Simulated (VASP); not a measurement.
Output of a VASP run:

OUTCAR:
```
 ion  position               nearest neighbor table
   1  0.000  0.000  0.000-   2 2.80   2 2.80   2 2.80   2 2.80   2 2.80   2 2.80
   2  0.500  0.500  0.500-   1 2.80   1 2.80   1 2.80   1 2.80   1 2.80   1 2.80
  LATTYP: Found a face centered cubic cell.
 ALAT       =     5.5944000000
 Subroutine PRICEL returns:
 Original cell was already a primitive cell.
 Subroutine GETGRP returns: Found 48 space group operations
The static configuration has the point symmetry O_h .
The dynamic configuration has the point symmetry O_h .
 Subroutine INISYM returns: Found 48 space group operations
 Subroutine IBZKPT returns following result:
 Found     47 irreducible k-points:

 Following reciprocal coordinates:
            Coordinates               Weight
  0.000000  0.000000  0.000000      1.000000
  0.100000  0.000000  0.000000      8.000000
  0.200000  0.000000  0.000000      8.000000
  0.300000  0.000000  0.000000      8.000000
  0.400000  0.000000  0.000000      8.000000
  0.500000  0.000000  0.000000      4.000000
  0.100000  0.100000  0.000000      6.000000
  0.200000  0.100000  0.000000     24.000000
  0.300000  0.100000  0.000000     24.000000
  0.400000  0.100000  0.000000     24.000000
  0.500000  0.100000  0.000000     24.000000
 -0.400000  0.100000  0.000000     24.000000
 -0.300000  0.100000  0.000000     24.000000
 -0.200000  0.100000  0.000000     24.000000
 -0.100000  0.100000  0.000000     12.000000
  0.200000  0.200000  0.000000      6.000000
  0.300000  0.200000  0.000000     24.000000
  0.400000  0.200000  0.000000     24.000000
  0.500000  0.200000  0.000000     24.000000
 -0.400000  0.200000  0.000000     24.000000
 -0.300000  0.200000  0.000000     24.000000
 -0.200000  0.200000  0.000000     12.000000
  0.300000  0.300000  0.000000      6.000000
  0.400000  0.300000  0.000000     24.000000
  0.500000  0.300000  0.000000     24.000000
 -0.400000  0.300000  0.000000     24.000000
 -0.300000  0.300000  0.000000     12.000000
  0.400000  0.400000  0.000000      6.000000
  0.500000  0.400000  0.000000     24.000000
 -0.400000  0.400000  0.000000     12.000000
  0.500000  0.500000  0.000000      3.000000
  0.300000  0.200000  0.100000     24.000000
  0.400000  0.200000  0.100000     48.000000
  0.500000  0.200000  0.100000     48.000000
 -0.400000  0.200000  0.100000     24.000000
  0.400000  0.300000  0.100000     24.000000
  0.500000  0.300000  0.100000     48.000000
 -0.400000  0.300000  0.100000     48.000000
 -0.300000  0.300000  0.100000     48.000000
 -0.200000  0.300000  0.100000     24.000000
   k-points           NKPTS =     47   k-points in BZ     NKDIM =     47   number of bands    NBANDS=     11
   number of dos      NEDOS =    301   number of ions     NIONS =      2
   total plane-waves  NPLWV =  27000
   dimension x,y,z NGX =    30 NGY =   30 NGZ =   30
   dimension x,y,z NGXF=    60 NGYF=   60 NGZF=   60
   ions per type =               1   1
   PREC   = accura    normal or accurate (medium, high low for compatibility)
   ISTART =      0    job   : 0-new  1-cont  2-samecut
   ICHARG =      2    charge: 1-file 2-atom 10-const
   ISPIN  =      1    spin polarized calculation?
   LNONCOLLINEAR =      F non collinear calculations
   LSORBIT =      F    spin-orbit coupling
   INIWAV =      1    electr: 0-lowe 1-rand  2-diag
   ENCUT  =  520.0 eV  38.22 Ry    6.18 a.u.   7.36  7.36  7.36*2*pi/ulx,y,z
   NELM   =    100;   NELMIN=  2; NELMDL= -5     # of ELM steps
   EDIFF  = 0.1E-05   stopping-criterion for ELM
   LREAL  =      F    real-space projection
   NLSPLINE    = F    spline interpolate recip. space projectors
   LMAXMIX     =    4 max onsite mixed and CHGCAR
   VOSKOWN=      0    Vosko Wilk Nusair interpolation
   EDIFFG = -.1E-01   stopping-criterion for IOM
   NSW    =     60    number of steps for IOM
   NBLOCK =      1;   KBLOCK =     60    inner block; outer block
   IBRION =      2    ionic relax: 0-MD 1-quasi-New 2-CG
...
```

**OSZICAR**
```
...
   3 F= -.16918841E+02 E0= -.16918634E+02  d E =-.203084E+01
       N       E                     dE             d eps       ncg     rms          rms(c)
DAV:   1    -0.169331966445E+02   -0.14356E-01   -0.37890E-01  1043   0.745E+00    0.126E+00
DAV:   2    -0.169224145223E+02    0.10782E-01   -0.31282E-02  1060   0.221E+00    0.335E-01
DAV:   3    -0.169210141641E+02    0.14004E-02   -0.11564E-02  1482   0.934E-01    0.185E-01
DAV:   4    -0.169212682578E+02   -0.25409E-03   -0.36641E-04  1245   0.185E-01    0.795E-02
DAV:   5    -0.169214359539E+02   -0.16770E-03   -0.32388E-04  1354   0.121E-01    0.589E-02
DAV:   6    -0.169214959957E+02   -0.60042E-04   -0.57582E-05  1611   0.597E-02    0.134E-02
DAV:   7    -0.169214987030E+02   -0.27073E-05   -0.20336E-06   951   0.152E-02    0.452E-03
DAV:   8    -0.169214991985E+02   -0.49555E-06   -0.28585E-07   544   0.708E-03
   4 F= -.16921499E+02 E0= -.16921301E+02  d E =-.203350E+01
       N       E                     dE             d eps       ncg     rms          rms(c)
DAV:   1    -0.169297003615E+02   -0.82017E-02   -0.27746E-01  1043   0.639E+00    0.109E+00
DAV:   2    -0.169218317029E+02    0.78687E-02   -0.22947E-02  1060   0.190E+00    0.289E-01
DAV:   3    -0.169208005768E+02    0.10311E-02   -0.84612E-03  1471   0.801E-01    0.160E-01
DAV:   4    -0.169209883753E+02   -0.18780E-03   -0.27030E-04  1242   0.160E-01    0.683E-02
DAV:   5    -0.169211130813E+02   -0.12471E-03   -0.23801E-04  1365   0.104E-01    0.506E-02
DAV:   6    -0.169211581781E+02   -0.45097E-04   -0.42605E-05  1599   0.512E-02    0.114E-02
DAV:   7    -0.169211602754E+02   -0.20974E-05   -0.14620E-06   840   0.130E-02    0.376E-03
DAV:   8    -0.169211606902E+02   -0.41473E-06   -0.24326E-07   544   0.639E-03
   5 F= -.16921161E+02 E0= -.16920963E+02  d E =-.203316E+01
       N       E                     dE             d eps       ncg     rms          rms(c)
DAV:   1    -0.169355740924E+02   -0.14414E-01   -0.47331E-01  1040   0.837E+00    0.141E+00
DAV:   2    -0.169224009009E+02    0.13173E-01   -0.41590E-02  1065   0.253E+00    0.376E-01
DAV:   3    -0.169205653779E+02    0.18355E-02   -0.13229E-02  1450   0.101E+00    0.195E-01
DAV:   4    -0.169208594332E+02   -0.29406E-03   -0.46581E-04  1245   0.202E-01    0.880E-02
DAV:   5    -0.169210547090E+02   -0.19528E-03   -0.43660E-04  1427   0.136E-01    0.645E-02
DAV:   6    -0.169211110778E+02   -0.56369E-04   -0.65182E-05  1636   0.658E-02    0.146E-02
DAV:   7    -0.169211118189E+02   -0.74114E-06   -0.26907E-06  1080   0.176E-02
   6 F= -.16921112E+02 E0= -.16920912E+02  d E =0.488713E-04
       N       E                     dE             d eps       ncg     rms          rms(c)
DAV:   1    -0.169255328135E+02   -0.44217E-02   -0.12556E-01  1043   0.430E+00    0.729E-01
DAV:   2    -0.169219645920E+02    0.35682E-02   -0.10489E-02  1060   0.128E+00    0.194E-01
DAV:   3    -0.169214918297E+02    0.47276E-03   -0.37772E-03  1458   0.536E-01    0.106E-01
DAV:   4    -0.169215782533E+02   -0.86424E-04   -0.12407E-04  1248   0.107E-01    0.458E-02
DAV:   5    -0.169216359734E+02   -0.57720E-04   -0.10990E-04  1373   0.702E-02    0.338E-02
DAV:   6    -0.169216570206E+02   -0.21047E-04   -0.18662E-05  1586   0.342E-02    0.752E-03
DAV:   7    -0.169216581193E+02   -0.10988E-05   -0.61188E-07   607   0.872E-03    0.239E-03
DAV:   8    -0.169216583695E+02   -0.25016E-06   -0.14634E-07   535   0.474E-03
   7 F= -.16921658E+02 E0= -.16921461E+02  d E =-.497679E-03
```

OUTCAR:
```
------------------------ aborting loop because EDIFF is reached ----------------------------------------
  FORCE on cell =-STRESS in cart. coord.  units (eV):
  Direction    XX          YY          ZZ          XY          YZ          ZX
  --------------------------------------------------------------------------------------
  Total        0.0008451      0.0008451      0.0008451      0.0000000     -0.0000000     -0.0000000
  in kB        0.0470875      0.0470875      0.0470875      0.0000000     -0.0000000     -0.0000000
  external PRESSURE =       0.0470875 kB  Pullay stress =       0.0000000 kB
  volume of cell :       28.75
      direct lattice vectors                 reciprocal lattice vectors
    -0.000000000  2.431583320  2.431583320    -0.205627336  0.205627336  0.205627336
     2.431583320 -0.000000000  2.431583320     0.205627336 -0.205627336  0.205627336
     2.431583320  2.431583320  0.000000000     0.205627336  0.205627336 -0.205627336
 POSITION                                       TOTAL-FORCE (eV/Angst)
 -----------------------------------------------------------------------------------
      0.00000     -0.00000      0.00000        -0.000000     -0.000000     -0.000000
      2.43158      2.43158      2.43158         0.000000      0.000000      0.000000
 -----------------------------------------------------------------------------------
    total drift:                               -0.000000      0.000000      0.000000
  FREE ENERGIE OF THE ION-ELECTRON SYSTEM (eV)
  ---------------------------------------------------
  free  energy   TOTEN  =       -16.9216583695 eV

  energy  without entropy=      -16.9210653548  energy(sigma->0) =      -16.92146070

 reached required accuracy - stopping structural energy minimisation
```
(Selected blocks of OUTCAR.)

File POSCAR:
```
ZrB
1
    0.0000000000     2.7972000000     2.7972000000
    2.7972000000     0.0000000000     2.7972000000
    2.7972000000     2.7972000000     0.0000000000
Zr B
1 1
Direct
  0.0000000000   0.0000000000   0.0000000000
  0.5000000000   0.5000000000   0.5000000000
```

Q: Reconstruct the remaining input files.

A: One answer among several that fit: the input of the run itself, PBEsol GGA, plane waves, VASP's PBE PAW potentials (set 64).

### INCAR
```
# general
SYSTEM =ZrB
PREC   =Accurate
ENCUT  =520
LREAL  =.FALSE.
LASPH  =.TRUE.

# electronic loop
EDIFF  =1E-6
NELM   =100
ALGO   =Normal
LMAXMIX=4

# smearing
ISMEAR =1
SIGMA  =0.1

# functional
GGA    =PS

# ions
IBRION =2
NSW    =60
ISIF   =3
EDIFFG =-0.01

# output
LWAVE  =.FALSE.
LCHARG =.FALSE.
```

File KPOINTS:
```
Automatic mesh
0
Gamma
10 10 10
0 0 0
```

POTCAR, in this order: Zr_sv B (PBE.64 set). Program: vasp_std.

Energy and stress use the plane-wave basis of the starting cell.

The structure was generated: ZrB was put into the rock salt type (Fm-3m), which need not be its known phase. This run relaxes it. Symmetry was kept, so distortions that lower it aren't found. The electron count is odd and the run is not spin-polarised, which forces a metal.
